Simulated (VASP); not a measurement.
Output of a VASP run:

File OUTCAR:
```
 ion  position               nearest neighbor table
   1  0.000  0.000  0.000-   3 2.60   4 2.60   4 2.60   3 2.60   4 2.60   3 2.60   2 3.21   2 3.21
  LATTYP: Found a hexagonal cell.
 ALAT       =     3.5435496005
 C/A-ratio  =     1.8121652347
 Subroutine PRICEL returns:
 Original cell was already a primitive cell.
 Subroutine GETGRP returns: Found 24 space group operations
The static configuration has the point symmetry D_3d.
 The point group associated with its full space group is D_6h.
The dynamic configuration has the point symmetry D_3d.
 Subroutine INISYM returns: Found 24 space group operations
 Subroutine IBZKPT returns following result:
 Found     42 irreducible k-points:

 Following reciprocal coordinates:
            Coordinates               Weight
  0.000000  0.000000  0.000000      1.000000
  0.100000  0.000000  0.000000      6.000000
  0.200000  0.000000  0.000000      6.000000
  0.300000  0.000000  0.000000      6.000000
  0.400000  0.000000  0.000000      6.000000
  0.500000  0.000000  0.000000      3.000000
  0.100000  0.100000  0.000000      6.000000
  0.200000  0.100000  0.000000     12.000000
  0.300000  0.100000  0.000000     12.000000
  0.400000  0.100000  0.000000     12.000000
  0.200000  0.200000  0.000000      6.000000
  0.300000  0.200000  0.000000     12.000000
  0.400000  0.200000  0.000000      6.000000
  0.300000  0.300000  0.000000      6.000000
  0.000000  0.000000  0.200000      2.000000
  0.100000  0.000000  0.200000     12.000000
  0.200000  0.000000  0.200000     12.000000
  0.300000  0.000000  0.200000     12.000000
  0.400000  0.000000  0.200000     12.000000
  0.500000  0.000000  0.200000      6.000000
  0.100000  0.100000  0.200000     12.000000
  0.200000  0.100000  0.200000     24.000000
  0.300000  0.100000  0.200000     24.000000
  0.400000  0.100000  0.200000     24.000000
  0.200000  0.200000  0.200000     12.000000
  0.300000  0.200000  0.200000     24.000000
  0.400000  0.200000  0.200000     12.000000
  0.300000  0.300000  0.200000     12.000000
  0.000000  0.000000  0.400000      2.000000
  0.100000  0.000000  0.400000     12.000000
  0.200000  0.000000  0.400000     12.000000
  0.300000  0.000000  0.400000     12.000000
  0.400000  0.000000  0.400000     12.000000
  0.500000  0.000000  0.400000      6.000000
  0.100000  0.100000  0.400000     12.000000
  0.200000  0.100000  0.400000     24.000000
  0.300000  0.100000  0.400000     24.000000
  0.400000  0.100000  0.400000     24.000000
  0.200000  0.200000  0.400000     12.000000
  0.300000  0.200000  0.400000     24.000000
   k-points           NKPTS =     42   k-points in BZ     NKDIM =     42   number of bands    NBANDS=     24
   number of dos      NEDOS =    301   number of ions     NIONS =      4
   total plane-waves  NPLWV =  48600
   dimension x,y,z NGX =    30 NGY =   30 NGZ =   54
   dimension x,y,z NGXF=    60 NGYF=   60 NGZF=  108
   ions per type =               2   2
   PREC   = accura    normal or accurate (medium, high low for compatibility)
   ISTART =      0    job   : 0-new  1-cont  2-samecut
   ICHARG =      2    charge: 1-file 2-atom 10-const
   ISPIN  =      1    spin polarized calculation?
   LNONCOLLINEAR =      F non collinear calculations
   LSORBIT =      F    spin-orbit coupling
   INIWAV =      1    electr: 0-lowe 1-rand  2-diag
   ENCUT  =  620.0 eV  45.57 Ry    6.75 a.u.   7.19  7.19 13.04*2*pi/ulx,y,z
   NELM   =    100;   NELMIN=  2; NELMDL= -5     # of ELM steps
   EDIFF  = 0.1E-05   stopping-criterion for ELM
   LREAL  =      F    real-space projection
   NLSPLINE    = F    spline interpolate recip. space projectors
   LMAXMIX     =    4 max onsite mixed and CHGCAR
   VOSKOWN=      0    Vosko Wilk Nusair interpolation
   EDIFFG = -.2E-01   stopping-criterion for IOM
   NSW    =     40    number of steps for IOM
   NBLOCK =      1;   KBLOCK =     40    inner block; outer block
...
```

### OSZICAR
```
       N       E                     dE             d eps       ncg     rms          rms(c)
DAV:   1     0.485923836596E+03    0.48592E+03   -0.22784E+04  2024   0.231E+03
DAV:   2     0.369115497580E+02   -0.44901E+03   -0.44111E+03  2120   0.539E+02
DAV:   3    -0.235148513750E+02   -0.60426E+02   -0.58830E+02  2744   0.206E+02
DAV:   4    -0.255542329500E+02   -0.20394E+01   -0.20374E+01  2200   0.411E+01
DAV:   5    -0.256344782110E+02   -0.80245E-01   -0.80232E-01  2976   0.771E+00    0.110E+01
DAV:   6    -0.222775485443E+02    0.33569E+01   -0.29931E+01  3104   0.380E+01    0.640E+00
DAV:   7    -0.218793013122E+02    0.39825E+00   -0.38312E+00  2632   0.154E+01    0.236E+00
DAV:   8    -0.218897988228E+02   -0.10498E-01   -0.10519E+00  2136   0.736E+00    0.194E+00
DAV:   9    -0.218410505259E+02    0.48748E-01   -0.19699E-01  2576   0.339E+00    0.296E-01
DAV:  10    -0.218429031543E+02   -0.18526E-02   -0.24780E-02  2904   0.914E-01    0.126E-01
DAV:  11    -0.218426433550E+02    0.25980E-03   -0.14799E-03  2904   0.430E-01    0.603E-02
DAV:  12    -0.218426493177E+02   -0.59627E-05   -0.17887E-04  2488   0.105E-01    0.237E-02
DAV:  13    -0.218426361640E+02    0.13154E-04   -0.70325E-05  3104   0.753E-02    0.519E-03
DAV:  14    -0.218426366156E+02   -0.45162E-06   -0.54155E-06  2248   0.165E-02
   1 F= -.21842637E+02 E0= -.21842575E+02  d E =-.218426E+02
       N       E                     dE             d eps       ncg     rms          rms(c)
DAV:   1    -0.218434261741E+02   -0.79001E-03   -0.34997E-02  2304   0.215E+00    0.149E-01
DAV:   2    -0.218429449799E+02    0.48119E-03   -0.16664E-03  2720   0.513E-01    0.741E-02
DAV:   3    -0.218427729163E+02    0.17206E-03   -0.35712E-04  3008   0.333E-01    0.324E-02
DAV:   4    -0.218427436358E+02    0.29280E-04   -0.10204E-04  2976   0.102E-01    0.888E-03
DAV:   5    -0.218427414883E+02    0.21475E-05   -0.14470E-05  2440   0.512E-02    0.224E-03
DAV:   6    -0.218427413162E+02    0.17214E-06   -0.80256E-07  1416   0.124E-02
   2 F= -.21842741E+02 E0= -.21842698E+02  d E =-.104701E-03
```

File OUTCAR:
```
------------------------ aborting loop because EDIFF is reached ----------------------------------------
  FORCE on cell =-STRESS in cart. coord.  units (eV):
  Direction    XX          YY          ZZ          XY          YZ          ZX
  --------------------------------------------------------------------------------------
  Total       -0.0446486     -0.0446486      0.0070290      0.0000000      0.0000000      0.0000000
  in kB       -1.0234999     -1.0235000      0.1611295      0.0000000      0.0000000      0.0000000
  external PRESSURE =      -0.6286234 kB  Pullay stress =       0.0000000 kB
  volume of cell :       69.89
      direct lattice vectors                 reciprocal lattice vectors
     3.542609853  0.000000000  0.000000000     0.282277767  0.162973130  0.000000000
    -1.771304926  3.067990416  0.000000000    -0.000000000  0.325946259  0.000000000
     0.000000000  0.000000000  6.430627870     0.000000000  0.000000000  0.155505811
 POSITION                                       TOTAL-FORCE (eV/Angst)
 -----------------------------------------------------------------------------------
      1.77130      3.06799      6.43063        -0.000000     -0.000000      0.000000
      1.77130      3.06799      3.21531        -0.000000     -0.000000      0.000000
     -0.00000      2.04533      1.60766         0.000000     -0.000000      0.000000
      1.77131      1.02266      4.82297         0.000000      0.000000     -0.000000
 -----------------------------------------------------------------------------------
    total drift:                               -0.000000      0.000000      0.000000
  FREE ENERGIE OF THE ION-ELECTRON SYSTEM (eV)
  ---------------------------------------------------
  free  energy   TOTEN  =       -21.8427413162 eV

  energy  without entropy=      -21.8426122133  energy(sigma->0) =      -21.84269828

 reached required accuracy - stopping structural energy minimisation
```
(Selected blocks of OUTCAR.)

### POSCAR
```
PbO
1
    3.5435496005     0.0000000000     0.0000000000
   -1.7717748003     3.0688042619     0.0000000000
    0.0000000000     0.0000000000     6.4214973933
Pb O
2 2
Direct
  0.0000000000   0.0000000000   0.0000000000
  0.0000000000   0.0000000000   0.5000000000
  0.3333330000   0.6666670000   0.2500000000
  0.6666670000   0.3333330000   0.7500000000
```

Task: Write an INCAR and KPOINTS that could have produced this output.

Result: One answer among several that fit: the input of the run itself, PBEsol GGA, plane waves, VASP's PBE PAW potentials (set 64).

**KPOINTS**
```
Automatic
0
Gamma
10 10 5
0 0 0
```

**INCAR**
```
ISIF  =  3   # ions, shape and volume
LCHARG  =  .FALSE.
ENCUT  =  620   # plane-wave cut-off (eV)
NELM  =  100
IBRION  =  2
PREC  =  Accurate
LASPH  =  .TRUE.   # aspherical one-centre terms
NSW  =  40
SYSTEM  =  PbO
LWAVE  =  .FALSE.
SIGMA  =  0.1   # width (eV)
GGA  =  PS   # PBEsol
ISMEAR  =  1
EDIFFG  =  -0.02   # ionic stop
LMAXMIX  =  4
EDIFF  =  1E-6
LREAL  =  .FALSE.
ALGO  =  Normal   # blocked Davidson
```

POTCAR, in this order: Pb_d O (PBE.64 set). Program: vasp_std.

The structure was generated: PbO was put into the NiAs type type (P6_3/mmc), which need not be its known phase. This run relaxes it. Symmetry was kept, so distortions that lower it aren't found.
